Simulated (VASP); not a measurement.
An input for Quantum ESPRESSO's pw.x (written as the equivalent of a VASP run, and not itself run):

```
&CONTROL
  calculation = 'vc-relax'
  pseudo_dir = './pseudo'
  outdir = './out'
  tprnfor = .true.
  tstress = .true.
  nstep = 60
  forc_conv_thr = 0.00039
/
&SYSTEM
  ibrav = 0
  nat = 1
  ntyp = 1
  ecutwfc = 70
  occupations = 'smearing'
  smearing = 'methfessel-paxton'
  degauss = 0.00735
  input_dft = 'revpbe'
/
&ELECTRONS
  conv_thr = 7.3e-08
  electron_maxstep = 100
/
&IONS
/
&CELL
/
ATOMIC_SPECIES
  In 114.818 In.upf
CELL_PARAMETERS angstrom
    -1.6250000    1.6250000    2.4750000
     1.6250000   -1.6250000    2.4750000
     1.6250000    1.6250000   -2.4750000
ATOMIC_POSITIONS crystal
  In   0.0000000  0.0000000  0.0000000
K_POINTS automatic
  14 14 14 0 0 0
```

Q: Translate this input to VASP (INCAR, KPOINTS, POSCAR, choice of POTCAR).

A: Several could match; the one computed here: 
POSCAR:
```
In
1
   -1.6250000000     1.6250000000     2.4750000000
    1.6250000000    -1.6250000000     2.4750000000
    1.6250000000     1.6250000000    -2.4750000000
In
1
Direct
  0.0000000000   0.0000000000   0.0000000000
```

**INCAR**
```
! general
SYSTEM  = In
PREC    = Accurate
ENCUT   = 520
LREAL   = .FALSE.   ! projection in real space or not
LASPH   = .TRUE.   ! aspherical one-centre terms

! electronic loop
EDIFF   = 1E-6
NELM    = 100   ! most electronic steps
ALGO    = Normal
LMAXMIX = 4   ! l cut-off of mixed one-centre charges

! smearing
ISMEAR  = 1
SIGMA   = 0.1   ! width (eV)

! functional
GGA     = RE

! ions
IBRION  = 2   ! conjugate gradients
NSW     = 60
ISIF    = 3   ! ions, shape and volume
EDIFFG  = -0.01

! output
LWAVE   = .FALSE.
LCHARG  = .FALSE.
```

KPOINTS:
```
Automatic mesh
0
Gamma
14 14 14
0 0 0
```

POTCAR, in this order: In_d (PBE.64 set). Program: vasp_std.

What does not carry over: the potentials are each code's own (VASP's PAW set, PseudoDojo norm-conserving files in pw.x), so ENCUT and ecutwfc are chosen apart and not converted; conv_thr bounds pw.x's estimated SCF error, while EDIFF bounds the energy change between steps; forc_conv_thr acts on force components and is met together with etot_conv_thr.

The compound is In in the bct structure. This run relaxes it. Symmetry was kept, so distortions that lower it aren't found.
